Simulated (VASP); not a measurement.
Level of theory: PBEsol GGA, VASP's PBE PAW potentials (set 64) (plane waves; VASP).

VASP input:

**INCAR**
```
ALGO  =  Normal
EDIFF  =  1E-6
ENCUT  =  300
GGA  =  PS
ISIF  =  2
ISMEAR  =  0
LASPH  =  .TRUE.
LCHARG  =  .FALSE.
LMAXMIX  =  4
LREAL  =  .FALSE.
LWAVE  =  .FALSE.
NELM  =  100
PREC  =  Accurate
SIGMA  =  0.1
SYSTEM  =  Sn
```

**POSCAR**
```
Sn
4.4184330
 -0.6597361553   0.6597361553   0.3598560847
  0.6597361553  -0.6597361553   0.3598560847
  0.6597361553   0.6597361553  -0.3598560847
Sn
2
Direct
  0.2500000000   0.7500000000   0.5000000000
  0.0000000000   0.0000000000   0.0000000000
```

KPOINTS:
```
Automatic mesh
0
Gamma
8 8 8
0 0 0
```

POTCAR, in this order: Sn_d (PBE.64 set). Program: vasp_std.

What will the output report for the number of irreducible k-points (NKPTS), largest plane-wave count, number of space-group operations, FFT grid (NGX, NGY, NGZ)?

- number of irreducible k-points (NKPTS) = 59
- largest plane-wave count = 660
- number of space-group operations = 16
- FFT grid (NGX, NGY, NGZ) = 28 × 28 × 28

The structure is a typed Sn crystal (I4_1/amd). The cell was not relaxed at this level. The run is one of a series of settings (GGA = PS against the base run), some of them coarse on purpose.
